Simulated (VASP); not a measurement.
Data:

```
CELL_PARAMETERS angstrom
      0.00000     3.12137     3.12137
      3.12137     0.00000     3.12137
      3.12137     3.12137     0.00000
ATOMIC_POSITIONS crystal
  Mg 0.25000 0.25000 0.25000
  Mg 0.75000 0.75000 0.75000
  Ge 0.00000 0.00000 0.00000
```

Level of theory: optB86b-vdW, VASP's PBE PAW potentials (set 64) (plane waves; VASP). Run with 520 eV cut-off, 6×6×6 Γ-centred mesh, Gaussian smearing of 0.050 eV, potentials Mg Ge_d.

Question: Estimate the energy per atom (σ→0), pressure, band gap (on the k-mesh) with the smallest direct gap where there is one.

Answer: 
The band gap (on the k-mesh) is 0.13 eV and the smallest direct gap (on the k-mesh) is 1.46 eV. The energy per atom (σ→0) is -0.761 eV/atom and the pressure is 3.65 GPa.

Only differences to runs with the same potentials and settings are physical.

The compound is Mg2Ge in the antifluorite structure. This cell is one point of a volume scan, at 0.94 of the reference volume.
